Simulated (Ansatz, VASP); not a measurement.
**Y2CSO (Y2COS MXene monolayer): VASP beside Ansatz**

Wanted: the spread between two codes on one cell, functional and k mesh. The structure shown is the start of the Ansatz relaxation below; VASP solves that cell, so the two are compared at the walk's first step.

Program: Ansatz 0.2.0. Level of theory: plane waves, with VASP 6.6.1 beside it; single point at PBE. Results are calculated unless marked as measured.

## 1. Starting point

The cell holds 5 atoms: 1 S, 2 Y, 1 C and 1 O. Its edges and angles: a = 3.478 Å, b = 3.478 Å, c = 35.594 Å, α = 90.0°, β = 90.0°, γ = 120.0°. Vacuum lies along c. The height across the vacuum is the one that the program set for its solve, not the one typed.

Coordinates:

```
S Y C O
1.0
     3.47776    0.00000    0.00000
    -1.73888    3.01183    0.00000
     0.00000    0.00000   35.59444
S Y C O
1 2 1 1
Direct
  0.33333 0.66667 0.25285
  0.66667 0.33333 0.30605
  0.33333 0.66667 0.38315
  0.00000 0.00000 0.34460
  0.66667 0.33333 0.41853
```

## 2. Ansatz: relaxation, PBE

Ansatz runs on its default PAW (the set named soft_2) files.

The two programs are compared at the cell with which this relaxation starts, whose forces are those of its first step.

The input, input.yaml:

```yaml
crystal:
  lattice:
    - [3.47776, 0.0, 0.0]
    - [-1.73888, 3.0118285083, 0.0]
    - [0.0, 0.0, 23.8972203109]
  atoms:
    - { symbol: S, position: [0.3333333333, 0.6666666667, 0.3766128396] }
    - { symbol: "Y", position: [0.6666666667, 0.3333333333, 0.4558552104] }
    - { symbol: C, position: [0.0, 0.0, 0.5132774303] }
    - { symbol: "Y", position: [0.3333333333, 0.6666666667, 0.5706996503] }
    - { symbol: O, position: [0.6666666667, 0.3333333333, 0.6233871604] }
  periodic: [true, true, false]
kpoints:
  mp_grid: { grid: [9, 9, 1] }
hamiltonian:
  xc: pbe
scf:
  occupations: { method: fermi_dirac, width: 0.05 }
relax:
  f_tol: 0.01
  max_steps: 90
  cell: {}
```

The run is started by

```sh
ansatz run input.yaml --threads 4 --pin off --max-ram 8192MiB --backend cpu --events-out ev --progress --plain --runs-dir out
```

Numbers of over 12 decimals in the logs are rounded to 6 here.

Log:

```text
Warning: crystal.periodic: the lattice vector that does not repeat stood 0.000° off the slab's normal, 23.897 Å along it as the deck builds it. The run solves the slab on a vector along the normal, 35.594 Å long, with every atom where it was (on the deck's vector they left 18.00 Å outside them, and the widest stretch free of ions among them is 1.89 Å). A fractional position that the run reports is one of the run's ce [...]
crystal.periodic: the lattice vector that does not repeat stood 0.000° off the slab's normal, 23.897 Å along it as the deck builds it. The run solves the slab on a vector along the normal, 35.594 Å long, with every atom where it was (on the deck's vector they left 18.00 Å outside them, and the widest stretch free of ions among them is 1.89 Å). A fractional position that the run reports is one of the run's cell, which [...]
Engine: ansatz 0.2.0, x86_64-unknown-linux-gnu
Pseudopotentials: kind: paw
Pseudopotential: S, paw, valence charge 6, recommended cutoff 420 eV (normal), S.paw.azcp
Pseudopotential: Y, paw, valence charge 11, recommended cutoff 420 eV (normal), Y.paw.azcp
Pseudopotential: C, paw, valence charge 4, recommended cutoff 420 eV (normal), C.paw.azcp
Pseudopotential: O, paw, valence charge 6, recommended cutoff 420 eV (normal), O.paw.azcp
Functional definition: PBE
  parameter kappa = 0.804
  parameter beta = 0.066725
  exchange = pbe_x(kappa = kappa, mu = beta*pi^2/3)
  correlation = pbe_c(beta = beta)
Crystal: 5 atoms, lattice volume = 372.831 Å³
Basis set: ecut = 420 eV, 7253 PW (Γ), exchange–correlation on 48×48×480 points (8 copies of the dense FFT grid, shifted against one another)
Bands: 24, of which v1, the nominal top of the filled ones, is band 19 counted from 1 (18 counted from 0)
Symmetry: 6 space group operations
Space group: P3m1 (ITA 156), of the structure as read, at distance tolerance 7.2e-5 Å
k-points: 12 of 81 (time reversal used)
Non-local potential: S, projectors of the file, l = 0: 2, l = 1: 2, l = 2: 2
Non-local potential: Y, projectors of the file, l = 0: 3, l = 1: 2, l = 2: 2, l = 3: 1
Non-local potential: C, projectors of the file, l = 0: 2, l = 1: 2, l = 2: 1
Non-local potential: O, projectors of the file, l = 0: 2, l = 1: 2, l = 2: 1
PAW form: soft (Blöchl's): semilocal exchange-correlation on the pseudo side does not see the compensation charge
PAW one-centre angular grid: S, 110 points (default); XC on 64 Gauss nodes
PAW one-centre angular grid: Y, 590 points (default); XC on 64 Gauss nodes
PAW one-centre angular grid: C, 110 points (default); XC on 64 Gauss nodes
PAW one-centre angular grid: O, 110 points (default); XC on 64 Gauss nodes
[...]
basis re-selected at this cell: Δ(F+E_penalty+E_count) = -1.532e-2 eV, ΔP = +0.242 N/m vs the last step (what re-selecting the basis moved, of the pressure what is left beyond the Pulay correction that the steps carried, after the strain that the cell walked since its last selection, with what the two solves' SCF thresholds leave and, on support functions, any second-order correction that the steps lacked; it is no measure of the basis error at this ecutwfc). The dense FFT grid was sized anew with the basis: this SCF ran on 25×25×240 points, the steps before it on 24×24×240, so part of this shift can come from that change (see relax.cell in the input reference). [rest of the remark cut]
Crystal: 5 atoms, lattice volume = 407.635 Å³
Basis set: ecut = 420 eV, 7871 PW (Γ), exchange–correlation on 50×50×480 points (8 copies of the dense FFT grid, shifted against one another)
iter 1 solved again at ethr=2.64e-6 eV; its pass at ethr=3.10e-3 eV (dr2=1.00e-3 eV) is discarded
SCF iter   1: F=—  HF=-9421.435321 eV  |F-HF|=—  |Δ(HF+E_count)|=         —  Δρ=4.15e-4  dr2=9.99e-4  ethr=2.64e-6  ⟨swp⟩=3.4  Hψ=2258  notcnv=0
preconditioner: auto → LDOS  [insulator: Δε(μ)=0.197 eV  Ē_g=8.139 eV  σ=0.050 eV  W_gap=0.56  n_scr=20 (ndim 8)  ℏωp=8.6 eV  f_vac=0.748  D(μ)=4.90/eV (n_scr^D=16)  ε∞_Penn≈2.1  β→1.0]
SCF iter   2: F=—  HF=-9421.435107 eV  |F-HF|=—  |Δ(HF+E_count)|=   2.14e-4  Δρ=1.78e-4  dr2=1.12e-4  ethr=2.63e-6  ⟨swp⟩=2.2  Hψ=434  notcnv=0
SCF iter   3: F=—  HF=-9421.435115 eV  |F-HF|=—  |Δ(HF+E_count)|=   7.52e-6  Δρ=5.09e-5  dr2=2.60e-5  ethr=2.94e-7  ⟨swp⟩=3.0  Hψ=542  notcnv=0
SCF iter   4: F=—  HF=-9421.435237 eV  |F-HF|=—  |Δ(HF+E_count)|=   1.22e-4  Δρ=1.65e-5  dr2=5.83e-6  ethr=6.85e-8  ⟨swp⟩=2.2  Hψ=407  notcnv=0
SCF iter   5: F=—  HF=-9421.435238 eV  |F-HF|=—  |Δ(HF+E_count)|=   1.17e-6  Δρ=1.17e-5  dr2=1.09e-6  ethr=1.54e-8  ⟨swp⟩=3.2  Hψ=591  notcnv=0
SCF iter   6: F=—  HF=-9421.435238 eV  |F-HF|=—  |Δ(HF+E_count)|=   6.17e-8  Δρ=4.60e-6  dr2=1.99e-7  ethr=2.87e-9  ⟨swp⟩=2.8  Hψ=507  notcnv=0
SCF iter   7: F=-9421.435238 eV  HF=-9421.435238 eV  |F-HF|=5.00e-8  |Δ(HF+E_count)|=   9.48e-8  Δρ=2.00e-6  dr2=2.80e-8  ethr=1.49e-10  ⟨swp⟩=6.6  Hψ=1292  notcnv=0
SCF 9 converged in 7 iterations: F = -9421.435238 eV  dr2 = 2.80e-8
relax step   9: F+E_penalty+E_count = -9421.43523808 eV  Δ(F+E_penalty+E_count) = +7.894e-5 eV  max|allowed force component| = 1.042e-2 eV/Å  Δτ_max = 0.0087 Å  P = +0.038 N/m  Ω = 407.635 Å³  energy of the carried Pulay correction = -3.451e-4 eV  fix = [c, alpha, beta]  reactions: c +0.000 N/m  (7 SCF iters, dr2 threshold 5.65e-8 eV, accepted)
[...]
relax step  10: F+E_penalty+E_count = -9421.43526254 eV  Δ(F+E_penalty+E_count) = -2.446e-5 eV  max|allowed force component| = 2.748e-3 eV/Å  Δτ_max = 0.0025 Å  P = -0.002 N/m  Ω = 407.641 Å³  energy of the carried Pulay correction = -3.466e-4 eV  fix = [c, alpha, beta]  reactions: c -0.000 N/m  (7 SCF iters, dr2 threshold 6.79e-9 eV, accepted)
[...]
relax step  11: F+E_penalty+E_count = -9421.43561789 eV  Δ(F+E_penalty+E_count) = -3.553e-4 eV  max|allowed force component| = 2.767e-3 eV/Å  Δτ_max = 0.0000 Å  P = +0.000 N/m  Ω = 407.641 Å³  fix = [c, alpha, beta]  reactions: c +0.000 N/m  stress off target by 8.14e-6 N/m on what of the cell is left free  SCF on the basis re-selected at this cell (its energy is not comparable with the rows above)  (7 SCF iters)
basis re-selected at this cell: Δ(F+E_penalty+E_count) = -3.553e-4 eV, ΔP = +0.002 N/m vs the last step (what re-selecting the basis moved, of the pressure what is left beyond the Pulay correction that the steps carried, after the strain that the cell walked since its last selection, with what the two solves' SCF thresholds leave and, on support functions, any second-order correction that the steps lacked; it is no m [...]
SCF converged after 7 iterations
Free energy (F): -9421.435618 eV
Harris-Foulkes:  -9421.435618 eV  (|F-HF|=3.06e-10)
Internal energy: -9421.397229 eV  (E = F + TS)
E sigma→0 (E₀):  -9421.416424 eV
Entropy (-TS):   -0.038389 eV (-7.678 meV/atom)
Fermi energy:    -5.956575 eV
--- Per-component energies (eV) ---
  E_band       = -738.793821
  E_kinetic    = 976.751142
  E_local      = -76668.582352  (includes V_loc(G=0)·N_el)
  E_nonlocal   = 203.098068
  E_hartree    = 37770.873846
  E_xc         = -566.063746
  E_vxc        = -639.680189  (∫ρ·V_xc dr)
  E_paw        = -6507.001568  (= ΣΔE_a)
  E_vpaw       = -152.130700  (= ΣTr[D̂ρ^β])
  E_aug_tail   = 0.002433  (compensation charges beyond the density's cutoff)
  E_ewald      = 35369.524948
  E_smearing   = -0.038389  (= −TS)
  E_closure    = -0.000000  (closes the sum)
  Σ components = -9421.435618   (vs F -9421.435618, Δ=0.00e0)
--- Forces (eV/Å), atoms counted from 1 ---
  atom   1  S      0.00000000     0.00000000     0.00071354
  atom   2  Y      0.00000000    -0.00000000     0.00007072
  atom   3  C     -0.00000000    -0.00000000     0.00066094
  atom   4  Y      0.00000000    -0.00000000    -0.00276648
  atom   5  O     -0.00000000     0.00000000     0.00132213
  max |Σ_I F_I| component: 8.50e-7 eV/Å
--- 2D stress c σ (N/m, compression-positive) ---
        0.000008      -0.000000      -0.000000
       -0.000000       0.000008      -0.000000
       -0.000000      -0.000000       0.000000
  P = ½ c Tr σ = 0.0000 N/m
--- Relaxed structure (9 steps of the walk, 9 accepted, 2 SCFs on fresh bases) ---
  F+E_penalty+E_count = -9421.43561789 eV   max|allowed force component| = 2.767e-3 eV/Å   (the final SCF, on the basis selected at the relaxed cell)
  cell:  # Å, volume = 407.6408 Å³
    - [3.636490, 0, 0]
    - [-1.818245, 3.149293, 0]
    - [0, 0, 35.594441]
  atoms:
    - { symbol: S, position: [0.333333, 0.666667, 0.257568] }
    - { symbol: Y, position: [0.666667, 0.333333, 0.303022] }
    - { symbol: C, position: [-2.2261725447228405e-18, 0, 0.341663] }
    - { symbol: Y, position: [0.333333, 0.666667, 0.391958] }
    - { symbol: O, position: [0.666667, 0.333333, 0.410969] }
```

## 3. VASP: single point, PBE, start cell

The same cell, functional, mesh and smearing now go to VASP, with its own data sets.

Lines of VASP's logs that name or quote its potential files are left out, and so is its time.

The input, INCAR:

```
SYSTEM = Y2CSO
PREC = Accurate
ENCUT = 520
EDIFF = 1E-06
NELM = 120
ISMEAR = -1
SIGMA = 0.05
LREAL = .FALSE.
ALGO = Normal
GGA = PE
NBANDS = 25
LASPH = .TRUE.
LORBIT = 11
LWAVE = .FALSE.
LCHARG = .FALSE.
ISIF = 2
LDIPOL = .TRUE.
IDIPOL = 3
DIPOL = 0.5 0.5 0.341
LVHAR = .TRUE.
GGA_COMPAT = .FALSE.
NELMDL = -8
KPAR = 2
```

The input, POSCAR:

```
Y2CSO
1.0
    3.4777600000      0.0000000000      0.0000000000
   -1.7388800000      3.0118290000      0.0000000000
    0.0000000000      0.0000000000     35.5944410000
S Y C O
1 2 1 1
Direct
    0.3333333333      0.6666666667      0.2528484715
    0.6666666667      0.3333333333      0.3060498127
    0.3333333333      0.6666666667      0.3831535098
    0.0000000000      0.0000000000      0.3446016753
    0.6666666667      0.3333333333      0.4185265896
```

The input, KPOINTS:

```
Automatic mesh
0
Gamma
9 9 1
0 0 0
```

The projector-augmented-wave data sets are S, Y_sv, C and O (PBE family, release 64).

The run is started by

```sh
mpirun -np 2 vasp_std
```

Log:

```text
[banner, memory and clock lines left out]
running    2 mpi-ranks, on    1 nodes
 distrk:  each k-point on    1 cores,    2 groups
 distr:  one band on    1 cores,    1 groups

 POSCAR found type information on POSCAR S Y C O
 POSCAR found :  4 types and       5 ions
 LDA part: xc-table for (Slater+PW92), standard interpolation
 POSCAR, INCAR and KPOINTS ok, starting setup
 FFT: planning ... GRIDC
 FFT: planning ... GRID_SOFT
 FFT: planning ... GRID
 WAVECAR not read
 entering main loop
       N       E                     dE             d eps       ncg     rms          rms(c)
DAV:   1     0.280905467085E+03    0.28091E+03   -0.17005E+04   736   0.119E+03
DAV:   2    -0.513562701889E+00   -0.28142E+03   -0.27633E+03   811   0.280E+02
DAV:   3    -0.413105286781E+02   -0.40797E+02   -0.40374E+02   912   0.897E+01
DAV:   4    -0.436063343963E+02   -0.22958E+01   -0.22909E+01   973   0.222E+01
DAV:   5    -0.436851158575E+02   -0.78781E-01   -0.78767E-01   928   0.353E+00
DAV:   6    -0.436873677575E+02   -0.22519E-02   -0.22517E-02   960   0.644E-01
DAV:   7    -0.436874198973E+02   -0.52140E-04   -0.52138E-04   920   0.990E-02
DAV:   8    -0.436874214704E+02   -0.15731E-05   -0.15722E-05   992   0.170E-02    0.542E+01
DAV:   9    -0.511228785182E+02   -0.74355E+01   -0.18197E+02   809   0.540E+01    0.474E+01
DAV:  10    -0.577158618664E+02   -0.65930E+01   -0.82897E+02   974   0.587E+01    0.347E+01
DAV:  11    -0.506328841763E+02    0.70830E+01   -0.40069E+02   850   0.459E+01    0.200E+01
DAV:  12    -0.413330413610E+02    0.92998E+01   -0.51472E+01   765   0.275E+01    0.160E+01
DAV:  13    -0.401720396946E+02    0.11610E+01   -0.24471E+01   829   0.138E+01    0.118E+01
DAV:  14    -0.396749381888E+02    0.49710E+00   -0.83182E-01   744   0.439E+00    0.111E+01
[...]
DAV:  51    -0.356577174740E+02   -0.15527E-04   -0.96434E-06   702   0.165E-02    0.256E-02
DAV:  52    -0.356577360880E+02   -0.18614E-04   -0.64370E-05   695   0.187E-02    0.359E-02
DAV:  53    -0.356577354344E+02    0.65362E-06   -0.24196E-05   741   0.212E-02    0.121E-02
DAV:  54    -0.356577367037E+02   -0.12693E-05   -0.33970E-06   677   0.100E-02    0.644E-03
DAV:  55    -0.356577441885E+02   -0.74848E-05   -0.55679E-06   538   0.850E-03    0.146E-02
DAV:  56    -0.356577474235E+02   -0.32350E-05   -0.31829E-06   498   0.642E-03    0.766E-03
DAV:  57    -0.356577489327E+02   -0.15092E-05   -0.43685E-06   563   0.675E-03    0.534E-03
DAV:  58    -0.356577495711E+02   -0.63835E-06   -0.59670E-07   505   0.327E-03
   1 F= -.35657750E+02 E0= -.35631158E+02  d E =-.531828E-01
```

OUTCAR, selected parts (step 3):

```text
ion  position               nearest neighbor table
   1  0.333  0.667  0.253-   2 2.76   2 2.76   2 2.76
   2  0.667  0.333  0.306-   4 2.43   4 2.43   4 2.43   1 2.76   1 2.76   1 2.76   3 3.40   3 3.40
                             3 3.40
   3  0.333  0.667  0.383-   5 2.37   5 2.37   5 2.37   4 2.43   4 2.43   4 2.43   2 3.40   2 3.40
                             2 3.40
   4  0.000  0.000  0.345-   3 2.43   3 2.43   3 2.43   2 2.43   2 2.43   2 2.43
   5  0.667  0.333  0.419-   3 2.37   3 2.37   3 2.37

  LATTYP: Found a hexagonal cell.
 ALAT       =     3.4777600000
 C/A-ratio  =    10.2348756096

 Subroutine GETGRP returns: Found  6 space group operations
 (whereof  6 operations were pure point group operations)

The static configuration has the point symmetry C_3v.

 Found     12 irreducible k-points:

   k-points           NKPTS =     12   k-points in BZ     NKDIM =     12   number of bands    NBANDS=     25

   dimension x,y,z NGX =    28 NGY =   28 NGZ =  270
   dimension x,y,z NGXF=    56 NGYF=   56 NGZF=  540

   ENCUT  =  520.0 eV  38.22 Ry    6.18 a.u.   6.47  6.47 66.18*2*pi/ulx,y,z

   NELECT =      38.0000    total number of electrons

 k-points in reciprocal lattice and weights: Automatic mesh
   0.00000000  0.00000000  0.00000000       0.012
   0.11111111  0.00000000  0.00000000       0.074
   0.22222222  0.00000000  0.00000000       0.074
   0.33333333  0.00000000  0.00000000       0.074
   0.44444444  0.00000000  0.00000000       0.074
   0.11111111  0.11111111  0.00000000       0.074
   0.22222222  0.11111111  0.00000000       0.148
   0.33333333  0.11111111  0.00000000       0.148
   0.44444444  0.11111111  0.00000000       0.074
   0.22222222  0.22222222  0.00000000       0.074
   0.33333333  0.22222222  0.00000000       0.148
   0.33333333  0.33333333  0.00000000       0.025

 dipolmoment           0.000000      0.000000      0.083872 electrons x Angstroem

 average (electrostatic) potential at core
       1 -95.6039       2 -43.7025       3 -43.2351       4 -58.1029       5 -78.5826

 E-fermi :  -5.2929

 k-point     1 :       0.0000    0.0000    0.0000
  band No.  band energies     occupation
    ...
     14      -6.6055      2.00000
     15      -6.6055      2.00000
     16      -5.4512      1.91896
     17      -5.4512      1.91896
     18      -5.3029      1.09927
     19      -4.3155      0.00000
     20      -4.3155      0.00000
     21      -1.6208      0.00000
     22      -1.2844      0.00000
     23      -1.2844      0.00000
    ...

 k-point     2 :       0.1111    0.0000    0.0000
  band No.  band energies     occupation
    ...
     13      -6.9793      2.00000
     14      -6.5364      2.00000
     15      -6.4487      2.00000
     16      -5.7530      1.99980
     17      -5.4669      1.94018
     18      -5.1411      0.09153
     19      -4.9531      0.00223
     20      -4.5089      0.00000
     21      -1.8736      0.00000
     22      -1.2800      0.00000
    ...

 k-point     3 :       0.2222    0.0000    0.0000
  band No.  band energies     occupation
    ...
     14      -6.7003      2.00000
     15      -6.4077      2.00000
     16      -6.3204      2.00000
     17      -5.6778      1.99909
     18      -5.5476      1.98780
     19      -5.1996      0.26767
     20      -4.8163      0.00014
     21      -2.6254      0.00000
     22      -0.9041      0.00000
     23      -0.3210      0.00000
    ...

  Total        3.9905906      3.9905919      0.2645465     -0.0000000      0.0000000     -0.0000000
  in kB       17.1488762     17.1488818      1.1368432     -0.0000000      0.0000000     -0.0000000
  external PRESSURE =      11.8115338 kB  Pullay stress =       0.0000000 kB

  energy-cutoff  :      520.00
  volume of cell :      372.83
      direct lattice vectors                 reciprocal lattice vectors
     3.477760000  0.000000000  0.000000000     0.287541406  0.166012081  0.000000000
    -1.738880000  3.011829000  0.000000000     0.000000000  0.332024162  0.000000000
     0.000000000  0.000000000 35.594441000     0.000000000  0.000000000  0.028094275

 POSITION                                       TOTAL-FORCE (eV/Angst)
 -----------------------------------------------------------------------------------
     -0.00000      2.00789      9.00000        -0.000000     -0.000000      0.624090
      1.73888      1.00394     10.89367        -0.000000     -0.000000     -1.843428
     -0.00000      2.00789     13.63813        -0.000000      0.000000      5.469288
      0.00000      0.00000     12.26590        -0.000000     -0.000000     -1.325731
      1.73888      1.00394     14.89722         0.000000     -0.000000     -2.924220
 -----------------------------------------------------------------------------------
    total drift:                               -0.000001     -0.000008     -0.000286

  FREE ENERGIE OF THE ION-ELECTRON SYSTEM (eV)
  ---------------------------------------------------
  free  energy   TOTEN  =       -35.6577495711 eV

  energy  without entropy=      -35.6045667978  energy(sigma->0) =      -35.63115818

 vacuum level on the upper side and lower side of the slab         3.050         1.601

 total charge
# of ion       s       p       d       f       tot
--------------------------------------------------
    1        1.371   2.269   0.000   0.000   3.640
    2        2.219   6.529   1.168   0.064   9.980
    3        2.203   6.521   1.090   0.086   9.900
    4        0.911   1.430   0.000   0.000   2.340
    5        1.581   3.281   0.000   0.000   4.862
--------------------------------------------------
tot          8.284  20.029   2.258   0.150  30.721

[... 3 further parts left out ...]
```

## 4. Side by side

Known differences besides the potentials themselves: Ansatz cuts the interaction across the vacuum, VASP repeats the sheet with a dipole correction; the cutoff is 420 eV in Ansatz and 520 eV in VASP. Total energies have different zeros and are not compared.

Forces (eV/Å; atoms numbered as in POSCAR):

| atom | Ansatz x, y, z | VASP x, y, z |
| --- | --- | --- |
| S1 | 0.000, 0.000, 0.614 | 0.000, 0.000, 0.624 |
| Y2 | 0.000, 0.000, -1.840 | 0.000, 0.000, -1.843 |
| Y3 | 0.000, 0.000, 5.488 | 0.000, 0.000, 5.469 |
| C4 | 0.000, 0.000, -1.332 | 0.000, 0.000, -1.326 |
| O5 | 0.000, 0.000, -2.930 | 0.000, 0.000, -2.924 |

The forces differ by 6.0 meV/Å r.m.s., which is 0.4 % of the r.m.s. force of 1.713 eV/Å (both taken over all components). With vacuum in the cell, a pressure given here is an average over mostly empty space and none of the material.

## 5. What came out

```json
{"r.m.s. force difference (single point, PBE, start cell)": "0.35 % of the r.m.s. force"}
```

What this shows: The r.m.s. force difference is 0.35 % of the r.m.s. force (single point, PBE, start cell), within the 3 % picked in this series as the mark of a large difference. 1 further run of this series is not shown here. Such differences can come from data sets, numerical settings and the points named under the comparisons, not from the functional's error against experiment.

[Lines on the potential files, build, host, timing and source positions are cut from VASP's logs without a mark.]

[Logs are printed without paths, hosts, clocks, repeated set-up lines and the standing remarks that a program may print on its own settings, such as how far it seeks lower states.]

[Hosts, paths, dates, database ids (printed as entryN), source tags and the programs' standing remarks are cut or masked in the printed files.]
